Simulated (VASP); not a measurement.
Given:

```
Pt3Ti
1.0
    3.99840     0.00000     0.00000
    0.00000     3.99840     0.00000
    0.00000     0.00000     3.99840
Ti Pt
1 3
Cartesian
  0.00000   0.00000   0.00000
  0.00000   1.99920   1.99920
  1.99920   0.00000   1.99920
  1.99920   1.99920   0.00000
```

The numbers are results of PBE GGA, VASP's PBE PAW potentials (set 64) (plane waves; VASP), not measurements. Run with 600 eV cut-off, 7×7×7 Γ-centred mesh, first-order Methfessel-Paxton smearing of 0.10 eV, potentials Ti_sv Pt.

Unless said otherwise, spin-orbit coupling is left out, though it shifts the bands of the heavy elements here.

Q: Predict the energy per atom (σ→0), pressure, band gap (on the k-mesh) with the smallest direct gap where there is one.

A: 
```
Property                                                    Result
------------------------  ----------------------------------------
band gap (on the k-mesh)  none (metal, semimetal or under 0.01 eV)
energy per atom (σ→0)                       -711.1 kJ/mol of atoms
pressure                                                 -8.37 GPa
```

The absolute energy has meaning only against runs of the same code, potentials and settings.

The compound is Pt3Ti in the L1_2 structure. The cell was not relaxed at this level. The run is one of a series of settings (ENCUT = 600 against the base run), some of them coarse on purpose.
